## Nickel under squeeze and stretch: seven questions

Two conversions help in reading this table. One gigapascal is about ten thousand atmospheres, and one electronvolt per cubic ångström is about 160 GPa. A few thousandths of an electronvolt per atom, spent over a fraction of a cubic ångström, therefore already amount to gigapascals.

The crystal is ferromagnetic face-centred cubic nickel, treated with the PBE functional and a D3 pair correction for dispersion. Only the volume per atom, $V$, changes. Positive pressure $P$ means that the cell pushes outwards, and negative pressure that it is held under tension.

VASP 6.6.1, PBE with D3(BJ) dispersion, for ferromagnetic face-centred cubic nickel in a one-atom cell, with collinear spins and no spin–orbit coupling. Recommended PAW PBE potentials, plane-wave cutoff 520 eV, 20 × 20 × 20 k mesh, Gaussian smearing of 0.1 eV; pressure is positive in compression.

| volume (Å³/atom) | shortest distance (Å) | pressure (GPa) | cell moment (μB) |
| --- | --- | --- | --- |
| 9.566 | 2.383 | 25.830 | 0.610 |
| 9.881 | 2.409 | 15.660 | 0.610 |
| 10.196 | 2.434 | 7.120 | 0.620 |
| 10.511 | 2.459 | 0.000 | 0.620 |
| 10.827 | 2.483 | -5.950 | 0.630 |
| 11.142 | 2.507 | -10.840 | 0.630 |
| 11.457 | 2.530 | -14.720 | 0.640 |

### 1. Which meets more resistance, compression or expansion?

Compression does. Nine percent less volume than at zero pressure gives 26 GPa, while nine percent more gives a tension of only 15 GPa.

The reason lies in how the forces vary with distance. When atoms approach, their electron clouds overlap and the kinetic energy of the confined electrons rises steeply. When atoms separate, this repulsion fades, but the bonding that pulls them back weakens as well.

### 2. Is one stiffness enough to describe the metal?

The bulk modulus is $B=-V\,\mathrm{d}P/\mathrm{d}V$, the pressure per relative loss of volume. Near zero pressure it is about 220 GPa here, so one percent of volume costs roughly 2 GPa.

A constant modulus would predict about 20 GPa for nine percent in either direction. That is too little for compression and too much for expansion. Taken from row to row, the modulus falls from 314 to 139 GPa as the cell grows. A single value serves for changes of a percent or so, but not for the whole table.

### 3. Which digits of the pressure can be trusted?

Pressure and energy offer a cross-check, because the area under the pressure curve must equal the energy released on expansion. From the smallest to the largest cell that area is 21.46 meV, and the energies themselves differ by 21.52 meV. Spread over the 1.9 Å³ between these cells, the mismatch is about 0.005 GPa.

This shows that the calculation is consistent with itself to about a hundredth of a gigapascal on average. The table rounds the pressures to that same hundredth, so their third decimal, always zero, carries no information. The cross-check does not show that nickel behaves so, and an error that energy and pressure share, from the k mesh or the functional for instance, stays hidden. The next question concerns a choice of method that matters hundreds of times more.

### 4. What would change if the dispersion correction were switched off?

D3 is a sum over pairs of atoms that depends only on their positions. At a fixed volume it leaves the electron density, and hence the moment, untouched. Its energy can therefore be subtracted from each row, and the slope of the remainder against volume, with its sign reversed, is the pressure without D3.

After this subtraction the lowest energy lies at 10.827 Å³, and the row at 10.511 Å³ is 8.3 meV higher. Between these two rows the pressure is

$$P=\frac{0.0083\ \text{eV}}{0.316\ \text{Å}^3}\times 160\ \text{GPa per eV/Å}^3\approx 4.2\ \text{GPa}.$$

In the next interval, centred 0.315 Å³ further on, the same step gives −1.7 GPa. A straight line between the two midpoints crosses zero at

$$V\approx 10.67+\frac{4.2}{4.2+1.7}\times 0.315\approx 10.89\ \text{Å}^3.$$

The correction thus shrinks the equilibrium volume from about 10.9 to 10.5 Å³ per atom, with an inward pull of 7.5 GPa at the smaller volume. The only approximations in this estimate are the finite steps and the straight line. The measured volume, roughly 11 Å³, favours the value without D3, although the calculation omits temperature and zero-point motion, which both expand nickel.

Theory offers a reason for distrusting the pull. In a metal the mobile electrons screen the attraction between distant atoms, and a sum over pairs leaves this out. The choice even changes a sign: the cell of 10.827 Å³ is under tension in the table, but without D3 it would still push slightly outwards.

### 5. Does the magnetic moment really rise in steps?

No. The cell moment, which counts the surplus of majority-spin electrons in Bohr magnetons (µB), appears to stand still and then jump. Unrounded, it rises at every row by about 0.004 µB, less than half of the hundredth to which the table rounds. The third decimal in that column is only a padding zero.

The whole rise is only 4 percent, while the volume grows by 20 percent. Each atom becomes slightly more magnetic, yet the magnetisation, which is moment per volume, falls by 13 percent. These are spin moments only. Spin–orbit coupling, which would add nickel's small orbital part, is absent.

### 6. Why does the moment respond so weakly?

Counting electrons gives most of the answer. Nickel has ten valence electrons, and its majority-spin d band is known to be almost full. In the simplest count, which treats the d bands as unmixed, the empty d states are then nearly all of minority spin, and their number, about 0.6 per atom, sets the moment. Real bands mix, so more d character than this is missing: the program finds only 8.3 to 8.4 d electrons inside its atomic spheres, although part of that shortfall is charge lying outside them. To the extent that the majority band is full, the moment can change only if electrons shift between the d states and the broad s and p states, or if the mixing or the slight spin polarisation of those broad states changes.

The band energies fit this picture where they were examined, at one point on the zone boundary (L) and in two cells, those of 9.881 and 11.142 Å³. There the upper majority d levels lie about 0.6 eV below the Fermi level, and their minority partners lie above it.

Expansion does alter the bands. Neighbouring d orbitals overlap less, and the spread of the majority d-like levels at L, the lowest of which also has some s character, shrinks from 4.8 to 4.1 eV. Narrower bands make it cheaper to place electrons in one spin direction, which is the standard reason for a moment that grows with volume. In nickel that reason has little room to act, because a majority band that is almost full can take up few more d electrons. The small rise may come from the last majority holes filling, from changed mixing with the s and p states, or from the polarisation of those broad states. The last looks least likely, because the moment outside the program's atomic spheres, where the broad states weigh most, becomes more negative as the cell grows. Such spheres divide the cell only roughly, however, and these data do not separate the other two.

### 7. What if the metal were iron or copper?

The same count tells the three metals apart. Copper has one more electron, more than enough to fill the d bands of both spins, so there is no moment for volume to change. Body-centred iron has fewer electrons and keeps holes in its majority d band as well. Its moment is not pinned by a full band and is known to respond more strongly to volume.

The general shape of the pressure curve needs no such count. Overlap repulsion outruns bonding on compression in all three metals, so each stiffens when squeezed and softens when stretched. The printed output after this text gives the row-by-row values behind these answers.

The analysis program printed:

```
Steps from the row before, values at the middle of the step:
     row  mid volume A3  pressure step GPa  local bulk modulus GPa  D3 pressure GPa  pressure without D3 GPa
   9.881          9.724             -10.17                   313.9           -8.815                    29.41
  10.196          10.04              -8.54                   272.2            -8.27                    19.54
  10.511          10.35              -7.12                     234           -7.762                    11.23
  10.827          10.67              -5.95                   200.9           -7.255                    4.212
  11.142          10.98              -4.89                   170.5            -6.78                   -1.685
  11.457           11.3              -3.88                   139.2           -6.215                   -6.655
Row by row:
     row  volume change %  energy above lowest meV  same without D3 meV  moment muB  moment per volume muB/A3  site less cell moment muB
   9.566           -8.991                    69.47                126.6      0.6097                   0.06373                    0.00035
   9.881           -5.994                    28.97                68.79      0.6143                   0.06217                    0.00269
  10.196           -2.997                    6.812                30.38      0.6186                   0.06067                    0.00637
  10.511                0                        0                8.308       0.623                   0.05928                    0.00896
  10.827            3.006                    6.002                    0      0.6274                   0.05794                    0.01164
  11.142            6.003                    22.64                3.313      0.6316                   0.05668                    0.01443
  11.457                9                    47.95                 16.4       0.636                   0.05551                    0.01698
Pressure of the smallest cell over tension of the largest, ratio: 1.755
Bulk modulus at zero pressure, GPa: 217.5
Largest over smallest local bulk modulus, ratio: 2.256
Cubic edge at zero pressure with D3, A: 3.477
Volume at zero pressure without D3, A3 per atom: 10.89
Cubic edge at zero pressure without D3, A: 3.519
D3 pressure at the zero-pressure volume, GPa: -7.509
Moment change from the equilibrium with D3 to that without, muB: 0.00522
Rise of the moment per atom over the series, percent: 4.325
Change of the moment per volume over the series, percent: -12.89
Majority d-like span at L, second row, eV: 4.814
Majority d-like span at L, sixth row, eV: 4.097
Exchange splitting of the threefold d level at the zone centre, second row, eV: 0.7362
Exchange splitting of the threefold d level at the zone centre, sixth row, eV: 0.7629
Upper majority d pair at L below the Fermi level, second row, eV: 0.5772
Upper majority d pair at L below the Fermi level, sixth row, eV: 0.616
Upper minority d pair at L above the Fermi level, second row, eV: 0.1692
Upper minority d pair at L above the Fermi level, sixth row, eV: 0.1464
Free energy of the largest cell less that of the smallest, meV: -21.52
The same from the area under the pressure curve, meV: -21.46
```
